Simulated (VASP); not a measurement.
An input for Quantum ESPRESSO's pw.x (written as the equivalent of a VASP run, and not itself run):

```
&CONTROL
  calculation = 'scf'
  pseudo_dir = './pseudo'
  outdir = './out'
  tprnfor = .true.
  tstress = .true.
/
&SYSTEM
  ibrav = 0
  nat = 6
  ntyp = 2
  ecutwfc = 84
  occupations = 'smearing'
  smearing = 'gaussian'
  degauss = 0.000735
  input_dft = 'pbesol'
/
&ELECTRONS
  conv_thr = 7.3e-08
  electron_maxstep = 100
/
ATOMIC_SPECIES
  Hg 200.592 Hg.upf
  O 15.999 O.upf
CELL_PARAMETERS angstrom
     3.7473100    0.0000000    0.0000000
    -1.8736550    3.2452660    0.0000000
     0.0000000    0.0000000    8.8990300
ATOMIC_POSITIONS crystal
  Hg   0.7653300  0.7653300  0.0000000
  Hg   0.2346700  0.0000000  0.6666670
  Hg   0.0000000  0.2346700  0.3333330
  O    0.4449200  0.4449200  0.5000000
  O    0.5550800  0.0000000  0.1666670
  O    0.0000000  0.5550800  0.8333330
K_POINTS automatic
  8 8 3 0 0 0
```

**Question.** Write the VASP files for the same calculation (PBEsol).

**Answer.** Several could match; the one computed here: 
**POSCAR**
```
HgO
1
    3.7473100000     0.0000000000     0.0000000000
   -1.8736550000     3.2452660000     0.0000000000
    0.0000000000     0.0000000000     8.8990300000
Hg O
3 3
Direct
  0.7653300000   0.7653300000   0.0000000000
  0.2346700000   0.0000000000   0.6666670000
  0.0000000000   0.2346700000   0.3333330000
  0.4449200000   0.4449200000   0.5000000000
  0.5550800000   0.0000000000   0.1666670000
  0.0000000000   0.5550800000   0.8333330000
```

**KPOINTS**
```
Automatic mesh
0
Gamma
8 8 3
0 0 0
```

INCAR:
```
! general
SYSTEM  = HgO
PREC    = Accurate
ENCUT   = 400   ! plane-wave cut-off (eV)
LREAL   = F   ! projection in real space or not
LASPH   = T

! electronic loop
EDIFF   = 1E-6
NELM    = 100
ALGO    = Normal   ! blocked Davidson
LMAXMIX = 6   ! l cut-off of mixed one-centre charges

! smearing
ISMEAR  = 0   ! Gaussian
SIGMA   = 0.01

! functional
GGA     = PS   ! PBEsol

! ions
ISIF    = 2   ! forces and stress, cell fixed

! output
LWAVE   = F
LCHARG  = F
```

POTCAR, in this order: Hg O (PBE.64 set). Program: vasp_std.

Limits of the translation: the potentials are each code's own (VASP's PAW set, PseudoDojo norm-conserving files in pw.x), so ENCUT and ecutwfc are chosen apart and not converted; conv_thr bounds pw.x's estimated SCF error, while EDIFF bounds the energy change between steps.

The structure comes from a computed database's HgO entry (P3_221); how it stands against other phases isn't given here. The cell was not relaxed at this level.
